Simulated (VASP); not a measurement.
A run of VASP 6.6.1:

File INCAR:

```
SYSTEM = Ge
PREC = Accurate
ENCUT = 600
EDIFF = 1E-6
ISMEAR = 0
SIGMA = 0.03
LREAL = .FALSE.
LASPH = .TRUE.
NELM = 80
ALGO = Normal
ISIF = 3
LWAVE = .FALSE.
LCHARG = .FALSE.
GGA = PS
IBRION = 2
NSW = 90
EDIFFG = -0.01
```

Contents of KPOINTS:

```
Automatic mesh
0
G
  10 10 10
  0 0 0
```

File POSCAR:

```
Ge
1.0
    0.0000000000      2.8289100000      2.8289100000
    2.8289100000      0.0000000000      2.8289100000
    2.8289100000      2.8289100000      0.0000000000
Ge
2
Direct
    0.0000000000      0.0000000000      0.0000000000
    0.2500000000      0.2500000000      0.2500000000
```

Potentials or basis: VASP PAW PBE potentials, release 64 (Ge_d).

Run with:

```sh
$ cat potpaw_PBE.64/Ge_d/POTCAR > POTCAR
$ mpirun -np 1 vasp_std > vasp.out
```

Hardware: 1 thread of Intel(R) Xeon(R) Platinum 8488C (Sapphire Rapids) (shared host).

Q: Estimate the wall time of this run.

A: Run time: 39 s on 1 thread of Intel(R) Xeon(R) Platinum 8488C (Sapphire Rapids), with other jobs on the host, peak memory 0.19 GiB. Counts: scf iterations 25, k points 47, ion steps 3.
